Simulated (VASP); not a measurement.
The system is MoS2.

```
Mo S
1.0
     3.16900    0.00000    0.00000
    -1.58450    2.74443    0.00000
     0.00000    0.00000   12.32400
Mo S
2 4
Direct
  0.33333 0.66667 0.25000
  0.66667 0.33333 0.75000
  0.33333 0.66667 0.62300
  0.66667 0.33333 0.12300
  0.33333 0.66667 0.87700
  0.66667 0.33333 0.37700
```

* Program: VASP 6.6.1
* Task: relaxation of cell and atoms
* Functional: optB88-vdW
* Potentials or basis: VASP PAW PBE potentials, release 64 (Mo_sv, S)
* Cutoff: 600 eV
* k mesh: 12 × 12 × 3
* Occupations: gaussian, width 0.05 eV
* Spin: no spin polarisation

At the start: pressure 2.7 GPa; volume 17.86 Å³/atom.

**Question.** Where does the relaxation end?

**Answer.** Over 16 steps the energy falls by 3.1 meV/atom and the volume is 18.34 Å³/atom (+2.7 %); space group P6_3/mmc (No. 194, to 0.05 Å).

The path:
| step | energy change (eV) | largest force (eV/Å) | pressure (GPa) | volume (Å³) |
| --- | --- | --- | --- | --- |
| 1 | 0.0000 | 0.1983 | 2.72 | 107.18 |
| 2 | 0.0332 | 0.5972 | -4.20 | 111.96 |
| 3 | -0.0155 | 0.1028 | 0.09 | 108.87 |
| 4 | -0.0171 | 0.0319 | 0.02 | 109.22 |
| 5 | -0.0171 | 0.0290 | 0.01 | 109.23 |
| 6 | -0.0174 | 0.0178 | 0.07 | 109.27 |
| 7 | -0.0179 | 0.0157 | 0.28 | 109.40 |
| 8 | -0.0180 | 0.0084 | 0.22 | 109.48 |
| 9 | -0.0183 | 0.0152 | 0.03 | 109.72 |
| 10 | -0.0181 | 0.0611 | -0.35 | 110.20 |
| 11 | -0.0183 | 0.0276 | -0.08 | 109.85 |
| 12 | -0.0184 | 0.0243 | -0.08 | 109.91 |
| 13 | -0.0185 | 0.0172 | -0.07 | 110.05 |
| 14 | -0.0184 | 0.0019 | -0.07 | 110.33 |
| 15 | -0.0185 | 0.0115 | -0.07 | 110.14 |
| 16 | -0.0185 | 0.0021 | 0.02 | 110.07 |

Final structure:
```cif
data_structure
_symmetry_space_group_name_H-M 'P 1'
_symmetry_Int_Tables_number 1
_cell_length_a 3.1926
_cell_length_b 3.1926
_cell_length_c 12.4694
_cell_angle_alpha 90.000
_cell_angle_beta 90.000
_cell_angle_gamma 120.000
_cell_volume 110.07
loop_
_atom_site_label
_atom_site_type_symbol
_atom_site_fract_x
_atom_site_fract_y
_atom_site_fract_z
_atom_site_occupancy
Mo1 Mo 0.33333 0.66667 0.25000 1
Mo2 Mo 0.66667 0.33333 0.75000 1
S1 S 0.33333 0.66667 0.62413 1
S2 S 0.66667 0.33333 0.12413 1
S3 S 0.33333 0.66667 0.87587 1
S4 S 0.66667 0.33333 0.37587 1
```

Caveat: the PAW data sets were made with another functional, which shifts forces and pressure a little.
